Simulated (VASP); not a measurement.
Set up this calculation in VASP 6.6.1, as the native input.

```yaml
Task: relaxation of cell and atoms
Functional: PBEsol
Potentials_or_basis: VASP PAW PBE potentials, release 64 (W_sv)
Cutoff: 600 eV
k_mesh: 20 × 20 × 20
Occupations: methfessel-paxton, width 0.1 eV
Spin: no spin polarisation
Further_INCAR_settings: ALGO = Normal; EDIFF = 1e-06; IBRION = 2; EDIFFG = -0.01; NSW = 90; ISIF = 3
```

The structure of W lies in POSCAR:

```
W
1.0
   -1.5823450000      1.5823450000      1.5823450000
    1.5823450000     -1.5823450000      1.5823450000
    1.5823450000      1.5823450000     -1.5823450000
W
1
Direct
    0.0000000000      0.0000000000      0.0000000000
```

The input as run:

INCAR

```
PREC = Accurate
ENCUT = 600
EDIFF = 1E-6
ISMEAR = 1
SIGMA = 0.1
LREAL = F
LASPH = T
NELM = 80
ALGO = Normal
ISIF = 3
LWAVE = F
LCHARG = F
GGA = PS
IBRION = 2
NSW = 90
EDIFFG = -0.01
```

KPOINTS

```
regular mesh
0
Gamma
  20 20 20
```

Potentials or basis: VASP PAW PBE potentials, release 64 (W_sv).

Run with:

```sh
$ cat potpaw_PBE.64/W_sv/POTCAR > POTCAR
$ mpirun -np 1 vasp_std > vasp.out
```

Results of the run:

```
Relaxed volume                         : 15.73 Å³/atom
Relaxed cell                           : a = 2.734 Å, b = 2.734 Å, c = 2.734 Å, α = 109.47°, β = 109.47°, γ = 109.47°
Space group after relaxing (to 0.05 Å) : Im-3m (No. 229)
Energy gained by relaxing              : 1.0 meV/atom
Ionic steps                            : 3
Pressure after relaxing                : 0.0 GPa
Band gap on the k mesh                 : none (metal or under the smearing width)
```

Caveat: the PAW data sets were made with another functional, which shifts forces and pressure a little.

Wall time 36 s on 1 thread of Intel(R) Xeon(R) Platinum 8488C (Sapphire Rapids), with other jobs on the host, peak memory 0.19 GiB.
